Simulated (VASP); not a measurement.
## VN (relaxed from the rock salt structure, space group Fm-3m): computed properties

Method: PBE GGA, VASP's PBE PAW potentials (set 64) (plane waves; VASP).

```
Property                                                                                                   Value
----------------------------------  ----------------------------------------------------------------------------
space group                                                                                          Fm-3m (225)
cell                                a = 4.1200 Å, b = 4.1200 Å, c = 4.1200 Å, α = 90.00°, β = 90.00°, γ = 90.00°
volume per atom                                                                                     8.74 Å³/atom
band gap (over mesh and band path)                                      none (metal, semimetal or under 0.01 eV)
density                                                                                               6.17 g/cm³
```

VN is taken in the cubic space group Fm-3m (No. 225), the rock salt structure, Pearson symbol cF8. Conventional cell: a = b = c = 4.1200 Å, α = β = γ = 90.00°. V on 4a sees 6 N at 2.060 Å (octahedral). N on 4b sees 6 V at 2.060 Å (octahedral). (Neighbours: up to the widest gap in distance over summed covalent radii, below 1.35, at either atom; cation-cation and far metal-metal contacts left out.)
(The calculation used a cell of 2 atoms; values per cell refer to that cell.)

The structure was generated: VN was put into the rock salt type (Fm-3m), which need not be its known phase. It was relaxed first, which changed the volume by -38 %. Symmetry was kept, so distortions that lower it aren't found.
